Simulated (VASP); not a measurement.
```yaml
crystal:
  lattice:
    - [0.00000, 2.90125, 2.90125]
    - [2.90125, 0.00000, 2.90125]
    - [2.90125, 2.90125, 0.00000]
  atoms:
    - { symbol: Ga, position: [0.00000, 0.00000, 0.00000] }
    - { symbol: As, position: [0.25000, 0.25000, 0.25000] }
```

Method: vdW-DF2, VASP's PBE PAW potentials (set 64) (plane waves; VASP 6.6.1). Numerical set-up: 520 eV cut-off, 11×11×11 Γ-centred mesh, first-order Methfessel-Paxton smearing of 0.10 eV, potentials Ga_d As.

Task: Give the stress tensor in GPa (positive for a compressed cell).

Result: 
```
3.33  0.00  0.00
0.00  3.33  0.00
0.00  0.00  3.33
```
The pressure is its mean diagonal, 3.33 GPa.

The compound is GaAs in the zinc blende structure. This cell is one point of a volume scan, at 0.94 of the reference volume.
